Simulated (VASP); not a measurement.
Here is the system:

```yaml
crystal:
  lattice:
    - [1.28010, -2.21720, 0.00000]
    - [1.28010, 2.21720, 0.00000]
    - [0.00000, 0.00000, 4.15140]
  atoms:
    - { symbol: Co, position: [0.33333, 0.66667, 0.25000], spin: 1.8 }
    - { symbol: Co, position: [0.66667, 0.33333, 0.75000], spin: 1.8 }
```

Method: PBE GGA, VASP's PBE PAW potentials (set 64) (plane waves; VASP 6.6.1). Numerical set-up: 400 eV cut-off, 15×15×8 Γ-centred mesh, first-order Methfessel-Paxton smearing of 0.10 eV, potentials Co.

Problem. Predict the cell moment, energy per atom (σ→0), pressure, band gap (on the k-mesh) with the smallest direct gap where there is one.

Solution. 
```
Item                                                        Result
------------------------  ----------------------------------------
band gap (on the k-mesh)  none (metal, semimetal or under 0.01 eV)
cell moment                                                3.31 μB
energy per atom (σ→0)                               -6.990 eV/atom
pressure                                                -15.34 GPa
```

Problem. Give the moment on each site (PAW-sphere projection).

Solution. 
```csv
site,moment (μB)
Co1,1.69
Co2,1.69
```

Total energies compare only between runs with the same potentials, cut-off and functional.

The compound is Co in the hcp structure. The cell was not relaxed at this level.
